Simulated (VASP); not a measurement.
The input files of a VASP run:

### POSCAR
```
B
1.0
 -1.1383190000   1.1383190000   1.1383190000
  1.1383190000  -1.1383190000   1.1383190000
  1.1383190000   1.1383190000  -1.1383190000
B
1
direct
  0.0000000000   0.0000000000   0.0000000000
```

**INCAR**
```
SYSTEM=B
PREC=Accurate; ENCUT=520; LREAL=.False.
LASPH=.True.
EDIFF=1E-6; NELM=100; ALGO=Normal
ISMEAR=1; SIGMA=0.1
GGA=PS
IBRION=2; NSW=60; ISIF=3
EDIFFG=-0.01
LWAVE=.False.; LCHARG=.False.
```

File KPOINTS:
```
Automatic mesh
0
Gamma
20 20 20
0 0 0
```

POTCAR, in this order: B (PBE.64 set). Program: vasp_std.

Q: Translate this PBEsol calculation to Ansatz.

A: One equivalent input (not run):
Ansatz 0.2 input:
```yaml
crystal:
  lattice:
    - [-1.1383190, 1.1383190, 1.1383190]
    - [1.1383190, -1.1383190, 1.1383190]
    - [1.1383190, 1.1383190, -1.1383190]
  atoms:
    - { symbol: B, position: [0.0000000, 0.0000000, 0.0000000] }
kpoints:
  mp_grid: { grid: [20, 20, 20] }
hamiltonian:
  xc: pbesol
  pseudopotentials: { kind: paw }
scf:
  occupations: { method: methfessel_paxton, width: 0.1 }
  max_iter: 100
relax:
  max_steps: 60
  f_tol: 0.01
  cell: {}
output: { forces: true, stress: true, eigenvalues: true }
```
Limits of the translation: each code has its own PAW files, so the cut-off isn't converted (ENCUT is set for VASP's; basis.ecutwfc is left out, and Ansatz then takes the one that its files recommend); Ansatz stops its SCF on the density residual and VASP on the energy change (EDIFF).

The structure was generated: B was put into the bcc type (Im-3m), which need not be its known phase. This run relaxes it. Symmetry was kept, so distortions that lower it aren't found.
